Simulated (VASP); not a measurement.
Here is the system:

```
CELL_PARAMETERS angstrom
      0.00000     2.65517     2.65517
      2.65517     0.00000     2.65517
      2.65517     2.65517     0.00000
ATOMIC_POSITIONS crystal
  Al 0.00000 0.00000 0.00000
  P  0.25000 0.25000 0.25000
```

Level of theory: PBE GGA, VASP's PBE PAW potentials (set 64) (plane waves; VASP). Numerical set-up: PREC = Normal, 350 eV cut-off, 4×4×4 Γ-centred mesh, Gaussian smearing of 0.010 eV, potentials Al_GW P_GW.

What does the run give for the energy per atom (σ→0), pressure, band gap (on the k-mesh) with the smallest direct gap where there is one?

```
Quantity                                      Value
-----------------------------------  --------------
band gap (on the k-mesh)                    1.38 eV
smallest direct gap (on the k-mesh)         3.67 eV
energy per atom (σ→0)                -5.069 eV/atom
pressure                                  11.75 GPa
```

Only differences to runs with the same potentials and settings are physical.

The compound is AlP in the zinc blende structure. This cell is one point of a volume scan, at 0.92 of the reference volume. The k-mesh is coarse (spacing up to 0.51 per Å, 2π included), so the numbers may not be converged in it.
